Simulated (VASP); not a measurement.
Output of a VASP run:

OSZICAR:
```
       N       E                     dE             d eps       ncg     rms          rms(c)
DAV:   1     0.100276102306E+03    0.10028E+03   -0.97642E+03   848   0.148E+03
DAV:   2    -0.258986196763E+02   -0.12617E+03   -0.12044E+03   766   0.786E+02
DAV:   3    -0.476211628606E+02   -0.21723E+02   -0.20074E+02   800   0.252E+02
DAV:   4    -0.531047724778E+02   -0.54836E+01   -0.49644E+01   802   0.106E+02
DAV:   5    -0.540239669204E+02   -0.91919E+00   -0.85236E+00   814   0.309E+01    0.599E+01
DAV:   6    -0.522803795994E+02    0.17436E+01   -0.14627E+01   848   0.640E+01    0.267E+01
DAV:   7    -0.606822560602E+02   -0.84019E+01   -0.91414E+01   864   0.180E+02    0.188E+01
DAV:   8    -0.503694019468E+02    0.10313E+02   -0.52551E+01   858   0.126E+02    0.432E+00
DAV:   9    -0.507915205462E+02   -0.42212E+00   -0.65097E+00   832   0.341E+01    0.190E+00
DAV:  10    -0.508816989980E+02   -0.90178E-01   -0.11394E+00   836   0.988E+00    0.147E+00
DAV:  11    -0.509024713738E+02   -0.20772E-01   -0.35445E-01   848   0.744E+00    0.149E+00
DAV:  12    -0.509085764997E+02   -0.61051E-02   -0.11871E-01   848   0.387E+00    0.131E+00
DAV:  13    -0.509134682771E+02   -0.48918E-02   -0.86041E-02   856   0.468E+00    0.954E-01
DAV:  14    -0.509059369508E+02    0.75313E-02   -0.39137E-02   824   0.276E+00    0.707E-01
DAV:  15    -0.509031463892E+02    0.27906E-02   -0.21179E-02   864   0.205E+00    0.371E-01
DAV:  16    -0.509031299583E+02    0.16431E-04   -0.10521E-02   862   0.143E+00    0.160E-01
DAV:  17    -0.509033936454E+02   -0.26369E-03   -0.38403E-03   824   0.915E-01    0.119E-01
DAV:  18    -0.509034533559E+02   -0.59710E-04   -0.15904E-03   822   0.484E-01    0.351E-02
DAV:  19    -0.509035188846E+02   -0.65529E-04   -0.69753E-04   760   0.164E-01    0.818E-03
DAV:  20    -0.509035571097E+02   -0.38225E-04   -0.38394E-04   592   0.701E-02    0.586E-03
DAV:  21    -0.509035808111E+02   -0.23701E-04   -0.23829E-04   512   0.611E-02    0.714E-03
DAV:  22    -0.509035950336E+02   -0.14223E-04   -0.14687E-04   456   0.776E-02    0.425E-03
DAV:  23    -0.509036033721E+02   -0.83385E-05   -0.87048E-05   416   0.419E-02    0.401E-03
DAV:  24    -0.509036088096E+02   -0.54376E-05   -0.54857E-05   384   0.265E-02    0.681E-03
DAV:  25    -0.509036122785E+02   -0.34689E-05   -0.34892E-05   384   0.279E-02    0.292E-03
DAV:  26    -0.509036144956E+02   -0.22171E-05   -0.22121E-05   384   0.209E-02    0.557E-03
DAV:  27    -0.509036158456E+02   -0.13500E-05   -0.13338E-05   384   0.208E-02    0.277E-03
DAV:  28    -0.509036166972E+02   -0.85156E-06   -0.78598E-06   360   0.163E-02
   1 F= -.50903617E+02 E0= -.50889424E+02  d E =-.283849E-01
```

File OUTCAR:
```
------------------------ aborting loop because EDIFF is reached ----------------------------------------
  FORCE on cell =-STRESS in cart. coord.  units (eV):
  Direction    XX          YY          ZZ          XY          YZ          ZX
  --------------------------------------------------------------------------------------
  Total       -4.4355803     -4.4355781     -7.1504843      0.0000000      0.0000000      0.0000000
  in kB      -93.5341602    -93.5341146   -150.7840002      0.0000000      0.0000000      0.0000000
  external PRESSURE =    -112.6174250 kB  Pullay stress =       0.0000000 kB
  volume of cell :       75.98
      direct lattice vectors                 reciprocal lattice vectors
     2.737134000  0.000000000  0.000000000     0.365345650  0.210932461  0.000000000
    -1.368567000  2.370427000  0.000000000     0.000000000  0.421864921  0.000000000
     0.000000000  0.000000000 11.710303000     0.000000000  0.000000000  0.085394887
 POSITION                                       TOTAL-FORCE (eV/Angst)
 -----------------------------------------------------------------------------------
     -0.00000      1.58029      2.50000         0.000000     -0.000000      1.266527
      1.36857      0.79014      4.73669         0.000000     -0.000000     -1.485263
     -0.00000      1.58029      6.97350        -0.000000      0.000000      1.486918
      1.36857      0.79014      9.21031         0.000000      0.000000     -1.268182
 -----------------------------------------------------------------------------------
    total drift:                               -0.000000      0.000000      0.000241
  FREE ENERGIE OF THE ION-ELECTRON SYSTEM (eV)
  ---------------------------------------------------
  free  energy   TOTEN  =       -50.9036166972 eV

  energy  without entropy=      -50.8752317870  energy(sigma->0) =      -50.88942424
```
(Selected blocks of OUTCAR.)

### POSCAR
```
Re
1
    2.7371340000     0.0000000000     0.0000000000
   -1.3685670000     2.3704270000     0.0000000000
    0.0000000000     0.0000000000    11.7103030000
Re
4
Direct
  0.3333330000   0.6666670000   0.2134870000
  0.6666670000   0.3333330000   0.4044890000
  0.3333330000   0.6666670000   0.5955010000
  0.6666670000   0.3333330000   0.7865130000
```

**Question.** Write an INCAR and KPOINTS that could have produced this output.

**Answer.** This is not unique; one that fits is the input of the run itself, PBEsol GGA, plane waves, VASP's PBE PAW potentials (set 64).

**KPOINTS**
```
Regular mesh
0
gamma
9 9 1
0 0 0
```

**INCAR**
```
SYSTEM=Re
PREC=Accurate; ENCUT=300; LREAL=.False.
LASPH=.True.
EDIFF=1E-6; NELM=100; ALGO=Normal
LMAXMIX=6
ISMEAR=-1; SIGMA=0.05
GGA=PS
ISIF=2
LWAVE=.False.; LCHARG=.False.
```

POTCAR, in this order: Re (PBE.64 set). Program: vasp_std.

At this cut-off the stress carries a Pulay error, which pulls relaxed volumes low. The cell holds a wide vacuum, so values per volume refer to the whole cell.

The cell is a sheet with vacuum, built from a database entry that may be metastable or hypothetical.
